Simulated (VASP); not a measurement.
All values below come from PBEsol GGA, VASP's PBE PAW potentials (set 64) (plane waves; VASP).

VASP input:

### INCAR
```
ALGO = Normal
EDIFF = 1E-7
ENCUT = 480
GGA = PS
ISIF = 2
ISMEAR = 1
LASPH = T
LCHARG = F
LMAXMIX = 6
LREAL = F
LWAVE = F
NELM = 100
PREC = Accurate
SIGMA = 0.1
SYSTEM = Er
```

### KPOINTS
```
Automatic mesh
0
Gamma
12 12 6
0 0 0
```

### POSCAR
```
Er
1
    1.7623037176    -3.0523991530     0.0000000000
    1.7623037176     3.0523991530     0.0000000000
    0.0000000000     0.0000000000     5.4186908266
Er
2
Direct
  0.3333330000   0.6666670000   0.2500000000
  0.6666670000   0.3333330000   0.7500000000
```

POTCAR, in this order: Er_3 (PBE.64 set). Program: vasp_std.

What VASP printed:

OUTCAR:
```
 ion  position               nearest neighbor table
   1  0.333  0.667  0.250-   2 3.39   2 3.39   2 3.39   2 3.39   2 3.39   2 3.39
   2  0.667  0.333  0.750-   1 3.39   1 3.39   1 3.39   1 3.39   1 3.39   1 3.39
  LATTYP: Found a hexagonal cell.
 ALAT       =     3.5246070678
 C/A-ratio  =     1.5373886287
 Subroutine PRICEL returns:
 Original cell was already a primitive cell.
 Subroutine GETGRP returns: Found 24 space group operations
The static configuration has the point symmetry D_3d.
 The point group associated with its full space group is D_6h.
The dynamic configuration has the point symmetry D_3d.
 Subroutine INISYM returns: Found 24 space group operations
 Subroutine IBZKPT returns following result:
 Found     76 irreducible k-points:

 Following reciprocal coordinates:
            Coordinates               Weight
  0.000000  0.000000  0.000000      1.000000
  0.083333 -0.000000  0.000000      6.000000
  0.166667 -0.000000  0.000000      6.000000
  0.250000 -0.000000  0.000000      6.000000
  0.333333 -0.000000  0.000000      6.000000
  0.416667 -0.000000  0.000000      6.000000
  0.500000 -0.000000  0.000000      3.000000
  0.083333  0.083333  0.000000      6.000000
  0.166667  0.083333  0.000000     12.000000
  0.250000  0.083333  0.000000     12.000000
  0.333333  0.083333  0.000000     12.000000
  0.416667  0.083333  0.000000     12.000000
  0.166667  0.166667  0.000000      6.000000
  0.250000  0.166667  0.000000     12.000000
  0.333333  0.166667  0.000000     12.000000
  0.416667  0.166667  0.000000      6.000000
  0.250000  0.250000  0.000000      6.000000
  0.333333  0.250000  0.000000     12.000000
  0.333333  0.333333  0.000000      2.000000
  0.000000  0.000000  0.166667      2.000000
  0.083333 -0.000000  0.166667     12.000000
  0.166667 -0.000000  0.166667     12.000000
  0.250000 -0.000000  0.166667     12.000000
  0.333333 -0.000000  0.166667     12.000000
  0.416667 -0.000000  0.166667     12.000000
  0.500000 -0.000000  0.166667      6.000000
  0.083333  0.083333  0.166667     12.000000
  0.166667  0.083333  0.166667     24.000000
  0.250000  0.083333  0.166667     24.000000
  0.333333  0.083333  0.166667     24.000000
  0.416667  0.083333  0.166667     24.000000
  0.166667  0.166667  0.166667     12.000000
  0.250000  0.166667  0.166667     24.000000
  0.333333  0.166667  0.166667     24.000000
  0.416667  0.166667  0.166667     12.000000
  0.250000  0.250000  0.166667     12.000000
  0.333333  0.250000  0.166667     24.000000
  0.333333  0.333333  0.166667      4.000000
  0.000000  0.000000  0.333333      2.000000
  0.083333 -0.000000  0.333333     12.000000
   k-points           NKPTS =     76   k-points in BZ     NKDIM =     76   number of bands    NBANDS=     13
   number of dos      NEDOS =    301   number of ions     NIONS =      2
   total plane-waves  NPLWV =  31360
   dimension x,y,z NGX =    28 NGY =   28 NGZ =   40
   dimension x,y,z NGXF=    56 NGYF=   56 NGZF=   80
   ions per type =               2
   PREC   = accura    normal or accurate (medium, high low for compatibility)
   ISTART =      0    job   : 0-new  1-cont  2-samecut
   ICHARG =      2    charge: 1-file 2-atom 10-const
   ISPIN  =      1    spin polarized calculation?
   LNONCOLLINEAR =      F non collinear calculations
   LSORBIT =      F    spin-orbit coupling
   INIWAV =      1    electr: 0-lowe 1-rand  2-diag
   ENCUT  =  480.0 eV  35.28 Ry    5.94 a.u.   6.30  6.30  9.68*2*pi/ulx,y,z
   NELM   =    100;   NELMIN=  2; NELMDL= -5     # of ELM steps
   EDIFF  = 0.1E-06   stopping-criterion for ELM
   LREAL  =      F    real-space projection
...
```

File OSZICAR:
```
       N       E                     dE             d eps       ncg     rms          rms(c)
DAV:   1     0.461890282103E+02    0.46189E+02   -0.83360E+03  3298   0.130E+03
DAV:   2    -0.740039485596E+01   -0.53589E+02   -0.52378E+02  3307   0.548E+02
DAV:   3    -0.970816311266E+01   -0.23078E+01   -0.22029E+01  3483   0.600E+01
DAV:   4    -0.982863011077E+01   -0.12047E+00   -0.11289E+00  3525   0.102E+01
DAV:   5    -0.984353108587E+01   -0.14901E-01   -0.14924E-01  3406   0.197E+00    0.255E+01
DAV:   6    -0.983849129140E+01    0.50398E-02   -0.34802E-02  3342   0.325E+00    0.152E+01
DAV:   7    -0.984748520014E+01   -0.89939E-02   -0.53230E-02  3199   0.427E+00    0.361E-01
DAV:   8    -0.984716796827E+01    0.31723E-03   -0.34729E-03  3210   0.825E-01    0.796E-02
DAV:   9    -0.984716653720E+01    0.14311E-05   -0.19980E-04  3379   0.201E-01    0.304E-02
DAV:  10    -0.984716200226E+01    0.45349E-05   -0.21098E-05  3355   0.565E-02    0.362E-02
DAV:  11    -0.984716233355E+01   -0.33129E-06   -0.13323E-06  3310   0.153E-02    0.632E-03
DAV:  12    -0.984716251128E+01   -0.17773E-06   -0.18955E-07  2035   0.665E-03    0.223E-03
DAV:  13    -0.984716247757E+01    0.33713E-07   -0.36920E-08  1753   0.845E-03
   1 F= -.98471625E+01 E0= -.98473949E+01  d E =0.697392E-03
```

File OUTCAR:
```
------------------------ aborting loop because EDIFF is reached ----------------------------------------
  FORCE on cell =-STRESS in cart. coord.  units (eV):
  Direction    XX          YY          ZZ          XY          YZ          ZX
  --------------------------------------------------------------------------------------
  Total        0.0052228      0.0052228      0.0722127      0.0000000     -0.0000000     -0.0000000
  in kB        0.1435377      0.1435376      1.9846210      0.0000000     -0.0000000     -0.0000000
  external PRESSURE =       0.7572321 kB  Pullay stress =       0.0000000 kB
  volume of cell :       58.30
      direct lattice vectors                 reciprocal lattice vectors
     1.762303718 -3.052399153  0.000000000     0.283719540 -0.163805576  0.000000000
     1.762303718  3.052399153  0.000000000     0.283719540  0.163805576  0.000000000
     0.000000000  0.000000000  5.418690827     0.000000000  0.000000000  0.184546421
 POSITION                                       TOTAL-FORCE (eV/Angst)
 -----------------------------------------------------------------------------------
      1.76230      1.01747      1.35467        -0.000000     -0.000000      0.000000
      1.76230     -1.01747      4.06402         0.000000      0.000000      0.000000
 -----------------------------------------------------------------------------------
    total drift:                                0.000001      0.000084     -0.000012
  FREE ENERGIE OF THE ION-ELECTRON SYSTEM (eV)
  ---------------------------------------------------
  free  energy   TOTEN  =        -9.8471624776 eV

  energy  without entropy=       -9.8478598698  energy(sigma->0) =       -9.84739494
```
(Selected blocks of OUTCAR.)

The 4f electrons are frozen in the core of the lanthanide potential, so 4f levels, which can set the real gap, and their magnetism are missing.

The compound is Er in the hcp structure. It was relaxed first.
